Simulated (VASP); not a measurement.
TaSb (relaxed from the wurtzite structure, space group P6_3mc): computed properties

Calculation: PBEsol GGA, VASP's PBE PAW potentials (set 64) (plane waves; VASP).

| Item | Value |
|---|---|
| space group | P6_3mc (186) |
| cell | a = 3.106 Å, b = 3.106 Å, c = 10.144 Å, α = 90.00°, β = 90.00°, γ = 120.00° |
| volume per atom | 21.18 Å³/atom |
| band gap (over mesh and band path) | none (metal, semimetal or under 0.01 eV) |
| density | 11.86 g/cm³ |

TaSb has the hexagonal space group P6₃mc (No. 186), Pearson symbol hP4. Cell: a = b = 3.1056 Å, c = 10.1442 Å, α = β = 90.00°, γ = 120.00°. Ta on 2b sees 4 Sb at 2.792–2.900 Å and 6 Ta at 3.106 Å. Sb on 2b is coordinated by 4 Ta at 2.792–2.900 Å and 6 Sb at 3.106 Å. (Neighbours: up to the widest gap in distance over summed covalent radii, below 1.35, at either atom; cation-cation and far metal-metal contacts left out.)

Unless said otherwise, spin-orbit coupling is left out, though it shifts the bands of the heavy elements here.

The structure was generated: TaSb was put into the wurtzite type (P6_3mc), which need not be its known phase. It was relaxed first, which changed the volume by -53 %. Symmetry was kept, so distortions that lower it aren't found.
